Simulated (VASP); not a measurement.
# Ga3AsIr (Pm-3m) in VASP: notebook

One crystal, Ga3AsIr, is run at these levels: PBE; tasks: single point.

Program: VASP 6.6.1. These are calculated values, not measurements. Logs are shortened: lines on timing, memory, paths and dates and some standing lists are left out, and cuts for length are marked.

### Step 1. The crystal as given

It takes space group Pm-3m (No. 221, cubic). The conventional cell has a = 4.798 Å, b = 4.798 Å, c = 4.798 Å, α = 90.00°, β = 90.00°, γ = 90.00°. Ga (site symmetry 4/mmm) is surrounded by 2 As at 2.40 Å. As (site symmetry m-3m) has 6 Ga at 2.40 Å as nearest neighbours. Ir (site symmetry m-3m) has 12 Ga at 3.39 Å as nearest neighbours.

The cell was built by a generator and needn't be a form met in nature.

### Step 2. Single point, PBE

The input, INCAR:

```
SYSTEM = Ga3AsIr
  PREC = Accurate
  ENCUT = 520
  EDIFF = 1E-6
  ISMEAR = 0
  SIGMA = 0.1
  LREAL = .FALSE.
  LASPH = .TRUE.
  NELM = 100
  ALGO = Fast
  ISIF = 2
  LWAVE = .FALSE.
  LCHARG = .FALSE.
  GGA = PE
  NBANDS = 34
```

The input, KPOINTS:

```
Automatic mesh
0
G
  8 8 8
  0 0 0
```

The input, POSCAR:

```
Ga3AsIr
1.0
    4.7981512749      0.0000000000      0.0000000000
    0.0000000000      4.7981512749      0.0000000000
    0.0000000000      0.0000000000      4.7981512749
Ga As Ir
3 1 1
Direct
    0.5000000000      0.0000000000      0.0000000000
    0.0000000000      0.5000000000      0.0000000000
    0.0000000000      0.0000000000      0.5000000000
    0.0000000000      0.0000000000      0.0000000000
    0.5000000000      0.5000000000      0.5000000000
```

Potentials or basis: VASP PAW PBE potentials, release 64 (Ga_d, As, Ir).

On the command line:

```console
cat potpaw_PBE.64/Ga_d/POTCAR potpaw_PBE.64/As/POTCAR potpaw_PBE.64/Ir/POTCAR > POTCAR
mpirun -np 1 vasp_std > vasp.out
```

OUTCAR:

```text
SYSTEM = Ga3AsIr
   PREC = Accurate
   ENCUT = 520
   EDIFF = 1E-6
   ISMEAR = 0
   LREAL = .FALSE.
   LASPH = .TRUE.
   NELM = 100
   ISIF = 2
   GGA = PE

 ion  position               nearest neighbor table
   1  0.500  0.000  0.000-   4 2.40   4 2.40
   2  0.000  0.500  0.000-   4 2.40   4 2.40
   3  0.000  0.000  0.500-   4 2.40   4 2.40
   4  0.000  0.000  0.000-   1 2.40   2 2.40   3 2.40   3 2.40   2 2.40   1 2.40
   5  0.500  0.500  0.500-

  LATTYP: Found a simple cubic cell.
 ALAT       =     4.7981512749

  Lattice vectors:

 A1 = (   4.7981512749,   0.0000000000,   0.0000000000)
 A2 = (   0.0000000000,   4.7981512749,   0.0000000000)
 A3 = (   0.0000000000,   0.0000000000,   4.7981512749)

Analysis of symmetry for initial positions (statically):
=====================================================================
 Subroutine PRICEL returns:
 Original cell was already a primitive cell.

 Routine SETGRP: Setting up the symmetry group for a
 simple cubic supercell.

 Subroutine GETGRP returns: Found 48 space group operations
 (whereof 48 operations were pure point group operations)
 out of a pool of 48 trial point group operations.

The static configuration has the point symmetry O_h .

Analysis of symmetry for dynamics (positions and initial velocities):
=====================================================================
 Subroutine PRICEL returns:
 Original cell was already a primitive cell.

 Routine SETGRP: Setting up the symmetry group for a
 simple cubic supercell.

 Subroutine GETGRP returns: Found 48 space group operations
 (whereof 48 operations were pure point group operations)
 out of a pool of 48 trial point group operations.

The dynamic configuration has the point symmetry O_h .

 Subroutine INISYM returns: Found 48 space group operations
 (whereof 48 operations are pure point group operations),
 and found     1 'primitive' translations

----------------------------------------------------------------------------------------

                                     Primitive cell

  volume of cell :     110.4643

  direct lattice vectors                    reciprocal lattice vectors
     4.798151275  0.000000000  0.000000000     0.208413604  0.000000000  0.000000000
     0.000000000  4.798151275  0.000000000     0.000000000  0.208413604  0.000000000
     0.000000000  0.000000000  4.798151275     0.000000000  0.000000000  0.208413604

  length of vectors
     4.798151275  4.798151275  4.798151275     0.208413604  0.208413604  0.208413604

  position of ions in fractional coordinates (direct lattice)
     0.500000000  0.000000000  0.000000000
     0.000000000  0.500000000  0.000000000
     0.000000000  0.000000000  0.500000000
     0.000000000  0.000000000  0.000000000
     0.500000000  0.500000000  0.500000000

  ion indices of the primitive-cell ions
   primitive index   ion index
                 1           1
                 2           2
                 3           3
                 4           4
                 5           5

----------------------------------------------------------------------------------------

 KPOINTS: Automatic mesh

Automatic generation of k-mesh.
 Grid dimensions read from file:
 generate k-points for:    8    8    8

 Generating k-lattice:

  Cartesian coordinates                     Fractional coordinates (reciprocal lattice)
     0.026051701  0.000000000  0.000000000     0.125000000  0.000000000  0.000000000
     0.000000000  0.026051701  0.000000000     0.000000000  0.125000000  0.000000000
     0.000000000  0.000000000  0.026051701     0.000000000  0.000000000  0.125000000

  Length of vectors
     0.026051701  0.026051701  0.026051701

  Shift w.r.t. Gamma in fractional coordinates (k-lattice)
     0.000000000  0.000000000  0.000000000

 Subroutine IBZKPT returns following result:
 ===========================================

 Found     35 irreducible k-points:

 Following reciprocal coordinates:
            Coordinates               Weight
  0.000000  0.000000  0.000000      1.000000
  0.125000  0.000000  0.000000      6.000000
  0.250000  0.000000  0.000000      6.000000
  0.375000  0.000000  0.000000      6.000000
  0.500000  0.000000  0.000000      3.000000
  0.125000  0.125000  0.000000     12.000000
[... 16 lines left out ...]
  0.375000  0.375000  0.125000     24.000000
  0.500000  0.375000  0.125000     24.000000
 [... further k-points ...]
   k-points           NKPTS =     35   k-points in BZ     NKDIM =     35   number of bands    NBANDS=     34
   number of dos      NEDOS =    301   number of ions     NIONS =      5
   total plane-waves  NPLWV =  46656
   dimension x,y,z NGX =    36 NGY =   36 NGZ =   36
   dimension x,y,z NGXF=    72 NGYF=   72 NGZF=   72
   ions per type =               3   1   1
   NGX,Y,Z   is equivalent  to a cutoff of  12.47, 12.47, 12.47 a.u.
   NGXF,Y,Z  is equivalent  to a cutoff of  24.95, 24.95, 24.95 a.u.
 SYSTEM =  Ga3AsIr
   PREC   = accura    normal or accurate (medium, high low for compatibility)
   ISTART =      0    job   : 0-new  1-cont  2-samecut
   ICHARG =      2    charge: 1-file 2-atom 10-const
   ISPIN  =      1    spin polarized calculation?
   LNONCOLLINEAR =      F non collinear calculations
   LSORBIT =      F    spin-orbit coupling
   LASPH  =      T    aspherical Exc in radial PAW
   ENCUT  =  520.0 eV  38.22 Ry    6.18 a.u.   8.92  8.92  8.92*2*pi/ulx,y,z
   NELM   =    100;   NELMIN=  2; NELMDL= -5     # of ELM steps
   EDIFF  = 0.1E-05   stopping-criterion for ELM
   LREAL  =      F    real-space projection
   EDIFFG = 0.1E-04   stopping-criterion for IOM
   NSW    =      0    number of steps for IOM
   IBRION =     -1    ionic relax: 0-MD 1-quasi-New 2-CG
   NFREE  =      0    steps in history (QN), initial steepest desc. (CG)
   ISIF   =      2    stress and relaxation
   ISYM   =      2    0-nonsym 1-usesym 2-fastsym
   POTIM  = 0.5000    time-step for ionic-motion
   TEBEG  =    0.0;   TEEND  =   0.0 temperature during run
   PSTRESS=    0.0 pullay stress
   NELECT =      53.0000    total number of electrons
   NUPDOWN=      -1.0000    fix difference up-down
   EMIN   =  10.00;   EMAX   =-10.00  energy-range for DOS
   EFERMI =   0.00;   METHOD = LEGACY
   ISMEAR =     0;   SIGMA  =   0.10  broadening in eV -4-tet -1-fermi 0-gaus
   EFERMI_NEDOS =   21; number of points for ismear=-14 and -15
   IALGO  =     68    algorithm
   IMIX   =      4    mixing-type and parameters
     AMIX     =   0.40;   BMIX     =  1.00
     AMIX_MAG =   1.60;   BMIX_MAG =  1.00
  volume/ion in A,a.u.               =      22.09       149.09
  Fermi-wavevector in a.u.,A,eV,Ry     =   1.281621  2.421912 22.348272  1.642552
  Thomas-Fermi vector in A             =   2.413980
   LORBIT       =      0    0 simple, 1 ext, 2 COOP (PROOUT), +10 PAW based schemes
   GGA     = PE    functional components
   LHFCALC =     F    Hartree Fock is set to
   AEXX    =    0.0000 exact exchange contribution
   IVDW    =     0    specifies the selected vdW correction
   LEPSILON=     F    determine dielectric tensor
   LRPA    =     F    only Hartree local field effects (RPA)
 non-spin polarized calculation
 RMM-DIIS sequential band-by-band and
 Gauss-broadening in eV      SIGMA  =   0.10
  energy-cutoff  :      520.00
  volume of cell :      110.46
 maximum number of plane-waves:      3016
 NGX is ok and might be reduce to    36
   NGX = 17   NGY = 17   NGZ = 17

 number of electron      52.9999988 magnetization

 Free energy of the ion-electron system (eV)
  ---------------------------------------------------
  ext. energy  EPLUGINS =         0.00000000
  ---------------------------------------------------
  free energy    TOTEN  =       -17.28367900 eV

  energy without entropy =      -17.25628377  energy(sigma->0) =      -17.26998138

 E-fermi :   4.0443     XC(G=0): -10.2833

 val. band max:        4.0336789554   @ k =   0.2500   0.0000   0.0000
 cond. band min:       4.0473339477   @ k =   0.5000   0.3750   0.2500
 fundamental gap:      0.0136549923
 Fermi energy:         4.0442552292

 k-point     1 :       0.0000    0.0000    0.0000
  band No.  band energies     occupation
      1     -11.6120      2.00000
      2     -10.8960      2.00000
      3     -10.8960      2.00000
      4     -10.8960      2.00000
      5     -10.8648      2.00000
      6     -10.8648      2.00000
[... 26 lines left out ...]
     33       7.7330      0.00000
     34      10.7765      0.00000

 k-point     2 :       0.1250    0.0000    0.0000
  band No.  band energies     occupation
      1     -11.5842      2.00000
      2     -10.8954      2.00000
      3     -10.8914      2.00000
      4     -10.8914      2.00000
      5     -10.8750      2.00000
      6     -10.8647      2.00000
[... 26 lines left out ...]
     33       7.7113      0.00000
     34       8.2179      0.00000

 k-point     3 :       0.2500    0.0000    0.0000
  band No.  band energies     occupation
      1     -11.5120      2.00000
      2     -10.9041      2.00000
      3     -10.8939      2.00000
      4     -10.8779      2.00000
      5     -10.8779      2.00000
      6     -10.8644      2.00000
[... 26 lines left out ...]
     33       7.9685      0.00000
     34       9.4294      0.00000

 k-point     4 :       0.3750    0.0000    0.0000
  band No.  band energies     occupation
      1     -11.4286      2.00000
      2     -10.9433      2.00000
      3     -10.8923      2.00000
      4     -10.8642      2.00000
      5     -10.8568      2.00000
      6     -10.8568      2.00000
[... 26 lines left out ...]
     33       8.4274      0.00000
     34      10.5436      0.00000

 k-point     5 :       0.5000    0.0000    0.0000
  band No.  band energies     occupation
      1     -11.3888      2.00000
      2     -10.9646      2.00000
      3     -10.8917      2.00000
      4     -10.8640      2.00000
      5     -10.8316      2.00000
      6     -10.8316      2.00000
[... 621 lines left out ...]
 k-point    22 :       0.5000    0.2500    0.1250
  band No.  band energies     occupation
      1     -11.2615      2.00000
      2     -10.9773      2.00000
      3     -10.9154      2.00000
      4     -10.8764      2.00000
      5     -10.8337      2.00000
      6     -10.8310      2.00000
[... 26 lines left out ...]
     33       8.4628      0.00000
     34       8.7686      0.00000

 k-point    23 :       0.3750    0.3750    0.1250
  band No.  band energies     occupation
      1     -11.2175      2.00000
      2     -10.9675      2.00000
      3     -10.9460      2.00000
      4     -10.8683      2.00000
      5     -10.8431      2.00000
      6     -10.8387      2.00000
[... 26 lines left out ...]
     33       7.8987      0.00000
     34      10.0271      0.00000

 k-point    24 :       0.5000    0.3750    0.1250
  band No.  band energies     occupation
      1     -11.1725      2.00000
      2     -10.9840      2.00000
      3     -10.9564      2.00000
      4     -10.8646      2.00000
      5     -10.8325      2.00000
      6     -10.8316      2.00000
[... 26 lines left out ...]
     33       8.0071      0.00000
     34       8.6901      0.00000

 [... further k-points ...]

------------------------ aborting loop because EDIFF is reached ----------------------------------------

  FORCE on cell =-STRESS in cart. coord.  units (eV):
  Direction    XX          YY          ZZ          XY          YZ          ZX
  --------------------------------------------------------------------------------------
  -------------------------------------------------------------------------------------
  Total        0.1565007      0.1565007      0.1565007      0.0000000      0.0000000      0.0000000
  in kB        2.2698917      2.2698917      2.2698917      0.0000000      0.0000000      0.0000000
  external PRESSURE =       2.2698917 kB  Pullay stress =       0.0000000 kB

 VOLUME and BASIS-vectors are now :
 -----------------------------------------------------------------------------
  energy-cutoff  :      520.00
  volume of cell :      110.46
      direct lattice vectors                 reciprocal lattice vectors
     4.798151275  0.000000000  0.000000000     0.208413604  0.000000000  0.000000000
     0.000000000  4.798151275  0.000000000     0.000000000  0.208413604  0.000000000
     0.000000000  0.000000000  4.798151275     0.000000000  0.000000000  0.208413604

 POSITION                                       TOTAL-FORCE (eV/Angst)
 -----------------------------------------------------------------------------------
      2.39908      0.00000      0.00000         0.000000      0.000000      0.000000
      0.00000      2.39908      0.00000         0.000000      0.000000      0.000000
      0.00000      0.00000      2.39908         0.000000      0.000000      0.000000
      0.00000      0.00000      0.00000         0.000000      0.000000      0.000000
      2.39908      2.39908      2.39908         0.000000      0.000000      0.000000
 -----------------------------------------------------------------------------------
    total drift:                                0.000000      0.000000     -0.000000

  FREE ENERGIE OF THE ION-ELECTRON SYSTEM (eV)
  ---------------------------------------------------
  free  energy   TOTEN  =       -17.2836789977 eV

  energy  without entropy=      -17.2562837711  energy(sigma->0) =      -17.26998138
```

It took 51 s on 1 thread of Intel Xeon 6975P-C (Granite Rapids), shared host; peak memory 0.28 GiB.

Results:

```yaml
Free_energy: -17.2837 eV
Pressure: 0.2 GPa
Band_gap_on_the_k_mesh: none (metal or under the smearing width)
```

Levels at points of the mesh, in eV from the Fermi level:
| k point | band 24 | band 25 | band 26 | band 27 | band 28 | band 29 | band 30 | band 31 |
| --- | --- | --- | --- | --- | --- | --- | --- | --- |
| (0.00, 0.00, 0.00) | -0.61 | -0.61 | -0.23 | -0.23 | 2.57 | 2.57 | 2.57 | 3.05 |
| (0.50, 0.00, 0.00) | -0.67 | -0.67 | -0.57 | -0.48 | 0.89 | 0.89 | 3.51 | 3.59 |
| (0.50, 0.50, 0.00) | -0.46 | -0.40 | 0.04 | 1.47 | 1.47 | 2.90 | 2.90 | 3.46 |
| (0.50, 0.50, 0.50) | -0.34 | -0.34 | -0.34 | -0.34 | -0.34 | 4.09 | 4.09 | 4.09 |

### Step 3. Single point, PBE, collinear spin, typed start (species swapped into the LaOsN3 type (Pm-3m, No. 221))

The input, INCAR:

```
PREC = Accurate
ENCUT = 520
EDIFF = 1E-6
ISMEAR = 0
SIGMA = 0.1
LREAL = F
LASPH = T
NELM = 150
ALGO = Fast
ISIF = 2
LWAVE = F
LCHARG = F
ISPIN = 2
MAGMOM = 0 0 0 0 0.43
LORBIT = 11
LMAXMIX = 4
GGA = PE
NBANDS = 38
```

The input, KPOINTS:

```
regular mesh
0
Gamma
  8 8 8
```

POSCAR is that of step 2.

Potentials or basis: VASP PAW PBE potentials, release 64 (Ga_d, As, Ir).

On the command line:

```console
cat potpaw_PBE.64/Ga_d/POTCAR potpaw_PBE.64/As/POTCAR potpaw_PBE.64/Ir/POTCAR > POTCAR
mpirun -np 1 vasp_std > vasp.out
```

Wall time 2.5 min (1 thread of Intel Xeon 6975P-C (Granite Rapids), shared host); peak memory 0.4 GiB.

The run converged. Its results:

```yaml
Free_energy: -17.2837 eV
Pressure: 0.2 GPa
Band_gap_on_the_k_mesh: none (metal or under the smearing width)
Net_moment: 0.00 μB per cell
Valence_electrons_inside_the_program's_atomic_spheres: Ga 11.54; As 2.94; Ir 7.65
```

Levels at points of the mesh, in eV from the Fermi level:
Spin up:
| k point | band 23 | band 24 | band 25 | band 26 | band 27 | band 28 | band 29 | band 30 | band 31 | band 32 |
| --- | --- | --- | --- | --- | --- | --- | --- | --- | --- | --- |
| (0.00, 0.00, 0.00) | -0.61 | -0.61 | -0.61 | -0.23 | -0.23 | 2.57 | 2.57 | 2.57 | 3.04 | 3.69 |
| (0.50, 0.00, 0.00) | -1.00 | -0.67 | -0.67 | -0.57 | -0.48 | 0.89 | 0.89 | 3.51 | 3.59 | 4.24 |
| (0.50, 0.50, 0.00) | -1.23 | -0.46 | -0.40 | 0.04 | 1.47 | 1.47 | 2.90 | 2.90 | 3.46 | 3.46 |
| (0.50, 0.50, 0.50) | -0.75 | -0.34 | -0.34 | -0.34 | -0.34 | -0.34 | 4.09 | 4.09 | 4.09 | 4.12 |
Spin down:
| k point | band 23 | band 24 | band 25 | band 26 | band 27 | band 28 | band 29 | band 30 | band 31 | band 32 |
| --- | --- | --- | --- | --- | --- | --- | --- | --- | --- | --- |
| (0.00, 0.00, 0.00) | -0.61 | -0.61 | -0.61 | -0.23 | -0.23 | 2.57 | 2.57 | 2.57 | 3.04 | 3.69 |
| (0.50, 0.00, 0.00) | -1.00 | -0.67 | -0.67 | -0.57 | -0.48 | 0.89 | 0.89 | 3.51 | 3.59 | 4.24 |
| (0.50, 0.50, 0.00) | -1.23 | -0.45 | -0.40 | 0.04 | 1.47 | 1.47 | 2.90 | 2.90 | 3.46 | 3.46 |
| (0.50, 0.50, 0.50) | -0.75 | -0.34 | -0.34 | -0.34 | -0.34 | -0.34 | 4.09 | 4.09 | 4.09 | 4.12 |
